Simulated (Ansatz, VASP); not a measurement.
# HgPd in VASP and in Ansatz

```
CELL_PARAMETERS angstrom
3.02995 0.00000 0.00000
0.00000 3.02995 0.00000
0.00000 0.00000 3.69200
ATOMIC_POSITIONS crystal
Hg 0.00000 0.00000 0.00000
Pd 0.50000 0.50000 0.50000
```

Alike in both runs: task single point; functional LDA; k mesh 6 × 6 × 6; occupations gaussian, width 0.1 eV; no spin polarisation.

|  | VASP | Ansatz |
| --- | --- | --- |
| version | VASP 6.6.1 | Ansatz 0.2.0 |
| potentials or method | VASP PAW LDA potentials, release 64 (Hg, Pd) | scalar-relativistic, plane waves, PAW |
| plane-wave cutoff (eV) | 520 | 420 |
| valence electrons in the cell | 22 | 38 |

```tsv
	VASP	Ansatz	Ansatz less VASP
gap on the k mesh at the Fermi level (eV)	none	none	-
pressure (GPa)	-2.8	-4.4	-1.54
largest component of the traceless stress (GPa)	0.57	0.48	-0.091
```

A gap of «none» marks a metal or a gap that the smearing closes. The two sets of potentials don't hold the same shells in valence.

Spin-orbit coupling is left out, which matters for the levels of Hg.
